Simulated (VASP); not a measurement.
These are PBE GGA, VASP's PBE PAW potentials (set 64) (plane waves; VASP) values and carry that method's errors.

VASP input:

KPOINTS:
```
K-points
0
gamma
8 8 8
0 0 0
```

**INCAR**
```
SYSTEM = HfO2
PREC = Accurate
ENCUT = 520
EDIFF = 1E-6
NELM = 100
ALGO = Normal
LREAL = .FALSE.
LASPH = .TRUE.
ISMEAR = 0
SIGMA = 0.05
GGA = PE
LMAXMIX = 6
LWAVE = .FALSE.
LCHARG = .FALSE.
ISIF = 2
AMIX = 0.6
BMIX = 3.0
IMIX = 4
```

File POSCAR:
```
HfO2
1.0
  0.0000000000   2.5400000000   2.5400000000
  2.5400000000   0.0000000000   2.5400000000
  2.5400000000   2.5400000000   0.0000000000
Hf O
1 2
Cart
  0.0000000000   0.0000000000   0.0000000000
  1.2700000000   1.2700000000   1.2700000000
  3.8100000000   3.8100000000   3.8100000000
```

POTCAR, in this order: Hf_pv O (PBE.64 set). Program: vasp_std.

The resulting files:

OSZICAR:
```
       N       E                     dE             d eps       ncg     rms          rms(c)
DAV:   1     0.102737867112E+03    0.10274E+03   -0.12980E+04   870   0.145E+03
DAV:   2    -0.320840825289E+02   -0.13482E+03   -0.13279E+03  1129   0.327E+02
DAV:   3    -0.360123372722E+02   -0.39283E+01   -0.39254E+01  1094   0.543E+01
DAV:   4    -0.360361579201E+02   -0.23821E-01   -0.23816E-01  1115   0.460E+00
DAV:   5    -0.360363546515E+02   -0.19673E-03   -0.19673E-03  1073   0.375E-01    0.476E+01
DAV:   6    -0.307840689024E+02    0.52523E+01   -0.20221E+01   940   0.317E+01    0.347E+01
DAV:   7    -0.303254760115E+02    0.45859E+00   -0.11802E+00  1129   0.837E+00    0.165E+01
DAV:   8    -0.302352326152E+02    0.90243E-01   -0.22974E-01  1066   0.470E+00    0.261E+00
DAV:   9    -0.302434355556E+02   -0.82029E-02   -0.16095E-02  1031   0.118E+00    0.152E+00
DAV:  10    -0.302471908823E+02   -0.37553E-02   -0.86848E-03  1115   0.890E-01    0.289E-01
DAV:  11    -0.302478258179E+02   -0.63494E-03   -0.15342E-03  1094   0.300E-01    0.171E-01
DAV:  12    -0.302479614175E+02   -0.13560E-03   -0.51797E-04   948   0.157E-01    0.104E-01
DAV:  13    -0.302479741524E+02   -0.12735E-04   -0.20969E-05  1129   0.492E-02    0.940E-02
DAV:  14    -0.302479720621E+02    0.20903E-05   -0.55546E-06  1003   0.206E-02    0.295E-02
DAV:  15    -0.302479715333E+02    0.52880E-06   -0.93400E-07   652   0.762E-03
   1 F= -.30247972E+02 E0= -.30247972E+02  d E =-.228405E-11
```

OUTCAR:
```
------------------------ aborting loop because EDIFF is reached ----------------------------------------
  FORCE on cell =-STRESS in cart. coord.  units (eV):
  Direction    XX          YY          ZZ          XY          YZ          ZX
  --------------------------------------------------------------------------------------
  Total       -0.2283115     -0.2283115     -0.2283115     -0.0000000     -0.0000000     -0.0000000
  in kB      -11.1611057    -11.1611057    -11.1611057     -0.0000000     -0.0000000     -0.0000000
  external PRESSURE =     -11.1611057 kB  Pullay stress =       0.0000000 kB
  volume of cell :       32.77
      direct lattice vectors                 reciprocal lattice vectors
     0.000000000  2.540000000  2.540000000    -0.196850394  0.196850394  0.196850394
     2.540000000  0.000000000  2.540000000     0.196850394 -0.196850394  0.196850394
     2.540000000  2.540000000  0.000000000     0.196850394  0.196850394 -0.196850394
 POSITION                                       TOTAL-FORCE (eV/Angst)
 -----------------------------------------------------------------------------------
      0.00000      0.00000      0.00000         0.000000     -0.000000      0.000000
      1.27000      1.27000      1.27000         0.000000      0.000000      0.000000
      3.81000      3.81000      3.81000        -0.000000     -0.000000     -0.000000
 -----------------------------------------------------------------------------------
    total drift:                                0.000000      0.000000      0.000000
  FREE ENERGIE OF THE ION-ELECTRON SYSTEM (eV)
  ---------------------------------------------------
  free  energy   TOTEN  =       -30.2479715333 eV

  energy  without entropy=      -30.2479715333  energy(sigma->0) =      -30.24797153
```
(Selected blocks of OUTCAR.)

The compound is HfO2 in the fluorite structure, the high-temperature cubic form, which is unstable at 0 K; the monoclinic form is the stable one. The cell was not relaxed at this level. The run is one of a series of settings (AMIX = 0.6, BMIX = 3.0, IMIX = 4 against the base run), some of them coarse on purpose.
